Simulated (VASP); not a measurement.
## The low-index faces of Li

Which face of Li is cheapest, and which holds its electrons hardest?

Calculated with VASP 6.6.1; PBEsol; plane waves and PAW (Li).

## 1. The starting structure

It takes space group Im-3m (No. 229, cubic). Conventional cell: a = 3.490 Å, b = 3.490 Å, c = 3.490 Å, α = 90.00°, β = 90.00°, γ = 90.00°. Nearest to Li lie 8 Li at 3.02 Å.

Coordinates:

```xyz
1
Lattice="-1.7450 1.7450 1.7450 1.7450 -1.7450 1.7450 1.7450 1.7450 -1.7450" Properties=species:S:1:pos:R:3 pbc="T T T"
Li    0.0000    0.0000    0.0000
```

## 2. The bulk reference, job relaxation, k-mesh 15×15×15

The bulk crystal is relaxed first, so that the slabs are cut at this functional's lattice.

Contents of INCAR:

```
SYSTEM = Li
PREC = Accurate
ENCUT = 420
EDIFF = 1E-06
NELM = 120
ISMEAR = 1
SIGMA = 0.15
LREAL = .FALSE.
ALGO = Normal
GGA = PS
NBANDS = 6
LORBIT = 11
LWAVE = .FALSE.
LCHARG = .FALSE.
KPAR = 4
IBRION = 2
NSW = 30
ISIF = 3
EDIFFG = -0.01
POTIM = 0.4
```

Contents of POSCAR:

```
Li
1.0
   -1.7450000000      1.7450000000      1.7450000000
    1.7450000000     -1.7450000000      1.7450000000
    1.7450000000      1.7450000000     -1.7450000000
Li
1
Direct
    0.0000000000      0.0000000000      0.0000000000
```

Contents of KPOINTS:

```
Automatic mesh
0
Gamma
15 15 15
0 0 0
```

Potentials, in the order of the species: Li (PBE family, release 64).

Command:

```
$ mpirun -np 4 vasp_std
```

The program printed:

```text
[banner, memory and clock lines left out]
running    4 mpi-ranks, on    1 nodes
 distrk:  each k-point on    1 cores,    4 groups
 distr:  one band on    1 cores,    1 groups

 POSCAR found type information on POSCAR Li
 POSCAR found :  1 types and       1 ions
|                                                                             |
|               ----> ADVICE to this user running VASP <----                  |
|                                                                             |
|     You enforced a specific xc type in the INCAR file but a different       |
|     [... a line on the potential file left out ...]
|     I HOPE YOU KNOW WHAT YOU ARE DOING!                                     |
|                                                                             |

 LDA part: xc-table for (Slater+PW92), standard interpolation
 POSCAR, INCAR and KPOINTS ok, starting setup
 FFT: planning ... GRIDC
 FFT: planning ... GRID_SOFT
 FFT: planning ... GRID
 WAVECAR not read
 entering main loop
       N       E                     dE             d eps       ncg     rms          rms(c)
DAV:   1    -0.182145186824E+01   -0.18215E+01   -0.13302E+02  1488   0.424E+01
DAV:   2    -0.195661814481E+01   -0.13517E+00   -0.12006E+00  1956   0.403E+00
DAV:   3    -0.195724956702E+01   -0.63142E-03   -0.63130E-03  1620   0.256E-01
DAV:   4    -0.195725029375E+01   -0.72673E-06   -0.72671E-06  1920   0.817E-03
DAV:   5    -0.195725029705E+01   -0.32998E-08   -0.32811E-08  1638   0.376E-04    0.138E-01
DAV:   6    -0.195644812229E+01    0.80217E-03   -0.23071E-05  1536   0.186E-02    0.902E-02
DAV:   7    -0.195595877702E+01    0.48935E-03   -0.61578E-05  1458   0.326E-02    0.416E-03
DAV:   8    -0.195594812967E+01    0.10647E-04   -0.72901E-07  1680   0.327E-03    0.193E-03
DAV:   9    -0.195594515184E+01    0.29778E-05   -0.30616E-07  1224   0.208E-03    0.787E-05
DAV:  10    -0.195594516318E+01   -0.11341E-07   -0.29684E-09   726   0.204E-04
   1 F= -.19559452E+01 E0= -.19558781E+01  d E =-.195595E+01
 curvature:   0.00 expect dE= 0.000E+00 dE for cont linesearch  0.000E+00
 trial: gam= 0.00000 g(F)=  0.596E-66 g(S)=  0.563E-03 ort = 0.000E+00 (trialstep = 0.100E+01)
 search vector abs. value=  0.563E-03
 bond charge predicted
       N       E                     dE             d eps       ncg     rms          rms(c)
DAV:   1    -0.195645490629E+01   -0.50975E-03   -0.19050E-04  1476   0.477E-02    0.233E-03
DAV:   2    -0.195645495188E+01   -0.45592E-07   -0.18380E-06  1620   0.770E-03
   2 F= -.19564550E+01 E0= -.19563892E+01  d E =-.509789E-03
[...]
3 F= -.19573300E+01 E0= -.19572680E+01  d E =-.138486E-02
 curvature:  -2.38 expect dE=-0.634E-04 dE for cont linesearch -0.634E-04
 ZBRENT: extrapolating
 opt :   5.1072  next Energy=    -1.957398 (dE=-0.145E-02)
 bond charge predicted
       N       E                     dE             d eps       ncg     rms          rms(c)
DAV:   1    -0.195739616299E+01   -0.65451E-04   -0.23991E-04  1482   0.541E-02    0.243E-03
DAV:   2    -0.195739630142E+01   -0.13843E-06   -0.22708E-06  1620   0.868E-03
   4 F= -.19573963E+01 E0= -.19573356E+01  d E =-.145114E-02
 curvature:  -2.55 expect dE=-0.115E-06 dE for cont linesearch -0.115E-06
 trial: gam= 0.00000 g(F)=  0.109E-66 g(S)=  0.453E-07 ort =-0.505E-05 (trialstep = 0.182E+01)
 search vector abs. value=  0.454E-07
 reached required accuracy - stopping structural energy minimisation
```

Elapsed: 4.6 s, on 4 MPI ranks of AMD EPYC 7R43, shared host; peak memory 0.38 GiB.

The logs omit lines about the potential files and the build; timing stands in the text.

OUTCAR, selected parts (step 2):

```text
ion  position               nearest neighbor table
   1  0.000  0.000  0.000-

  LATTYP: Found a body centered cubic cell.
 ALAT       =     3.4900000000

 Subroutine GETGRP returns: Found 48 space group operations
 (whereof 48 operations were pure point group operations)

The static configuration has the point symmetry O_h .

 Found    120 irreducible k-points:

   k-points           NKPTS =    120   k-points in BZ     NKDIM =    120   number of bands    NBANDS=      6

   dimension x,y,z NGX =    20 NGY =   20 NGZ =   20
   dimension x,y,z NGXF=    40 NGYF=   40 NGZF=   40

   ENCUT  =  420.0 eV  30.87 Ry    5.56 a.u.   5.05  5.05  5.05*2*pi/ulx,y,z

   NELECT =       1.0000    total number of electrons

 k-points in reciprocal lattice and weights: Automatic mesh
   0.00000000  0.00000000  0.00000000       0.000
   0.06666667  0.00000000  0.00000000       0.004
   0.13333333  0.00000000  0.00000000       0.004
   0.20000000  0.00000000  0.00000000       0.004
   0.26666667  0.00000000  0.00000000       0.004
   0.33333333  0.00000000  0.00000000       0.004
   0.40000000  0.00000000  0.00000000       0.004
   0.46666667  0.00000000  0.00000000       0.004
   0.06666667  0.06666667  0.00000000       0.007
[...]
-0.46666667 -0.46666667  0.40000000       0.002
  -0.46666667  0.46666667  0.46666667       0.002

 average (electrostatic) potential at core
       1 -30.2096

 E-fermi :   0.4357

 k-point     1 :       0.0000    0.0000    0.0000
  band No.  band energies     occupation
      1      -3.1727      2.00000
      2      15.0819      0.00000
      3      15.0819      0.00000
      4      15.0819      0.00000
      5      19.6605      0.00000
      6      19.6605      0.00000

 k-point     2 :       0.0667    0.0000    0.0000
  band No.  band energies     occupation
      1      -3.0883      2.00000
      2      14.4778      0.00000
      3      14.6387      0.00000
      4      14.9262      0.00000
      5      18.4399      0.00000
      6      18.6123      0.00000

 k-point     3 :       0.1333    0.0000    0.0000
  band No.  band energies     occupation
      1      -2.8351      2.00000
      2      12.7844      0.00000
      3      13.7390      0.00000
      4      14.4921      0.00000
      5      17.3172      0.00000
      6      17.4727      0.00000

  Total        0.0006254      0.0006254      0.0006254     -0.0000000      0.0000000     -0.0000000
  in kB        0.0491393      0.0491393      0.0491393     -0.0000000      0.0000000     -0.0000000
  external PRESSURE =       0.0491393 kB  Pullay stress =       0.0000000 kB

  energy-cutoff  :      420.00
  volume of cell :       20.39
      direct lattice vectors                 reciprocal lattice vectors
    -1.721023240  1.721023240  1.721023240     0.000000000  0.290524839  0.290524839
     1.721023240 -1.721023240  1.721023240     0.290524839  0.000000000  0.290524839
     1.721023240  1.721023240 -1.721023240     0.290524839  0.290524839  0.000000000

 POSITION                                       TOTAL-FORCE (eV/Angst)
 -----------------------------------------------------------------------------------
      0.00000      0.00000     -0.00000        -0.000000      0.000000     -0.000000
 -----------------------------------------------------------------------------------
    total drift:                                0.000000     -0.000000     -0.000000

  FREE ENERGIE OF THE ION-ELECTRON SYSTEM (eV)
  ---------------------------------------------------
  free  energy   TOTEN  =        -1.9573963014 eV

  energy  without entropy=       -1.9572142048  energy(sigma->0) =       -1.95733560

 reached required accuracy - stopping structural energy minimisation

 total charge
# of ion       s       p       d       tot
------------------------------------------
    1        0.114   0.099   0.000   0.213

[... 3 further parts left out ...]
```

CONTCAR:

```
Li
   1.00000000000000
    -1.7210232403272516    1.7210232403272516    1.7210232403272516
     1.7210232403272516   -1.7210232403272516    1.7210232403272516
     1.7210232403272516    1.7210232403272516   -1.7210232403272516
  Li
     1
Direct
     0.0000000000000000    0.0000000000000000    0.0000000000000000
```

This run has no spin polarisation. Its electron count is odd, so without a moment it is a metal by construction. The PAW data sets were made with PBE, which is usual practice but a small mismatch for other functionals. The run keeps the 48 symmetry operations of its start, so it cannot find a distortion of lower symmetry.

The steps of the relaxation:

```csv
step,energy less that of the first step (eV),largest force (eV/Å),pressure (GPa),volume (Å³)
1,0.0000,0.0000,-0.53,21.25
2,-0.0005,0.0000,-0.43,21.08
3,-0.0014,0.0000,-0.12,20.58
4,-0.0015,0.0000,0.00,20.39
```

```csv
"conventional cell, symmetrised",before,after,change
a (Å),3.490,3.442,-1.4 %
b (Å),3.490,3.442,-1.4 %
c (Å),3.490,3.442,-1.4 %
volume (Å³/atom),21.25,20.39,-4.1 %
```

Final coordinates:

```xyz
1
Lattice="-1.7210 1.7210 1.7210 1.7210 -1.7210 1.7210 1.7210 1.7210 -1.7210" Properties=species:S:1:pos:R:3 pbc="T T T"
Li    0.0000    0.0000    0.0000
```

Numbers from this step:

* electronic cycles: 17
* electrons: 1
* free energy (TOTEN): -1.957 eV
* energy at zero smearing: -1.957 eV
* Fermi energy: 0.4357 eV
* metallic: yes

The run ended after 4 ionic steps, 0.001 eV below its first step, once forces and stress met EDIFFG = -0.01.

Energy at zero smearing: -1.95734 eV.

## 3. The bulk reference, job self-consistent run, k-mesh 19×19×19

Contents of INCAR:

```
SYSTEM = Li
PREC = Normal
ENCUT = 320
EDIFF = 1E-06
NELM = 120
ISMEAR = 1
SIGMA = 0.15
LREAL = .FALSE.
ALGO = Fast
GGA = PS
NBANDS = 6
LORBIT = 11
LWAVE = .FALSE.
LCHARG = .FALSE.
KPAR = 4
```

Contents of POSCAR:

```
Li
1.0
   -1.7210232403      1.7210232403      1.7210232403
    1.7210232403     -1.7210232403      1.7210232403
    1.7210232403      1.7210232403     -1.7210232403
Li
1
Direct
    0.0000000000      0.0000000000      0.0000000000
```

Contents of KPOINTS:

```
Automatic mesh
0
Gamma
19 19 19
0 0 0
```

Command:

```
$ mpirun -np 4 vasp_std
```

The program printed:

```text
[banner, memory and clock lines left out]
running    4 mpi-ranks, on    1 nodes
 distrk:  each k-point on    1 cores,    4 groups
 distr:  one band on    1 cores,    1 groups

 POSCAR found type information on POSCAR Li
 POSCAR found :  1 types and       1 ions
 [... a notice as in an earlier step ...]

 LDA part: xc-table for (Slater+PW92), standard interpolation
 POSCAR, INCAR and KPOINTS ok, starting setup
 FFT: planning ... GRIDC
 FFT: planning ... GRID_SOFT
 FFT: planning ... GRID
 WAVECAR not read
 entering main loop
       N       E                     dE             d eps       ncg     rms          rms(c)
DAV:   1    -0.186231308199E+01   -0.18623E+01   -0.12554E+02  3168   0.321E+01
DAV:   2    -0.195915733352E+01   -0.96844E-01   -0.91063E-01  3612   0.364E+00
DAV:   3    -0.195936158112E+01   -0.20425E-03   -0.20368E-03  2856   0.162E-01
DAV:   4    -0.195936191878E+01   -0.33766E-06   -0.33769E-06  3540   0.471E-03
DAV:   5    -0.195936191977E+01   -0.99099E-09   -0.97032E-09  2838   0.172E-04    0.143E-01
RMM:   6    -0.195833151465E+01    0.10304E-02   -0.23236E-05  2632   0.199E-02    0.935E-02
RMM:   7    -0.195771590051E+01    0.61561E-03   -0.70445E-05  2759   0.382E-02    0.433E-03
RMM:   8    -0.195770367160E+01    0.12229E-04   -0.34126E-06  2760   0.114E-02    0.201E-03
RMM:   9    -0.195769995467E+01    0.37169E-05   -0.23027E-07  2126   0.243E-03    0.110E-04
RMM:  10    -0.195769996450E+01   -0.98306E-08   -0.27755E-08  1183   0.656E-04
   1 F= -.19577000E+01 E0= -.19575393E+01  d E =-.482021E-03
```

Elapsed: 2.4 s, on 4 MPI ranks; peak memory 0.3 GiB; 6.9 s of CPU time.

Parts of OUTCAR (step 3):

```text
  LATTYP: Found a body centered cubic cell.
 ALAT       =     3.4420464806

The static configuration has the point symmetry O_h .

 Found    220 irreducible k-points:

   k-points           NKPTS =    220   k-points in BZ     NKDIM =    220   number of bands    NBANDS=      6

   dimension x,y,z NGX =    14 NGY =   14 NGZ =   14
   dimension x,y,z NGXF=    28 NGYF=   28 NGZF=   28

   ENCUT  =  320.0 eV  23.52 Ry    4.85 a.u.   4.35  4.35  4.35*2*pi/ulx,y,z

   NELECT =       1.0000    total number of electrons

 E-fermi :   0.4059

 k-point     1 :       0.0000    0.0000    0.0000
  band No.  band energies     occupation
      1      -3.1723      2.00000
      2      15.0823      0.00000
      3      15.0824      0.00000
      4      15.0824      0.00000
      5      19.6612      0.00000
      6      19.6612      0.00000

 k-point     2 :       0.0526    0.0000    0.0000
  band No.  band energies     occupation
      1      -3.1197      2.00000
      2      14.7077      0.00000
      3      14.7924      0.00000
      4      14.9848      0.00000
      5      18.7626      0.00000
      6      18.8973      0.00000

  Total        0.0030596      0.0030596      0.0030596      0.0000000      0.0000000     -0.0000000
  in kB        0.2404127      0.2404127      0.2404127      0.0000000      0.0000000     -0.0000000
  external PRESSURE =       0.2404127 kB  Pullay stress =       0.0000000 kB

  energy-cutoff  :      320.00
  volume of cell :       20.39
      direct lattice vectors                 reciprocal lattice vectors
    -1.721023240  1.721023240  1.721023240     0.000000000  0.290524839  0.290524839
     1.721023240 -1.721023240  1.721023240     0.290524839  0.000000000  0.290524839
     1.721023240  1.721023240 -1.721023240     0.290524839  0.290524839  0.000000000

 POSITION                                       TOTAL-FORCE (eV/Angst)
 -----------------------------------------------------------------------------------
      0.00000      0.00000      0.00000         0.000000      0.000000      0.000000
 -----------------------------------------------------------------------------------
    total drift:                                0.000000      0.000000      0.000000

  FREE ENERGIE OF THE ION-ELECTRON SYSTEM (eV)
  ---------------------------------------------------
  free  energy   TOTEN  =        -1.9576999645 eV

  energy  without entropy=       -1.9572179433  energy(sigma->0) =       -1.95753929

 total charge
# of ion       s       p       d       tot
------------------------------------------
    1        0.115   0.099   0.000   0.213

[... 2 parts as in an earlier step ...]

[... 6 further parts left out ...]
```

Numbers from this step:

```yaml
electronic_cycles: 10
free_energy_toten: -1.958 eV
energy_at_zero_smearing: -1.958 eV
fermi_energy: 0.4059 eV
```

Energy at zero smearing: -1.95754 eV.

The run ends at a pressure of 0.02 GPa.

(Part 1 of 4 ends here.)

[Lines on the potential files, build, host, timing and source positions are cut from VASP's logs without a mark.]

[Logs are printed without paths, hosts, clocks, repeated set-up lines and the standing remarks that a program may print on its own settings, such as how far it seeks lower states.]

[Hosts, paths, dates, database ids (printed as entryN), source tags and the programs' standing remarks are cut or masked in the printed files.]

[Runs that stopped without an error message from VASP are left out.]
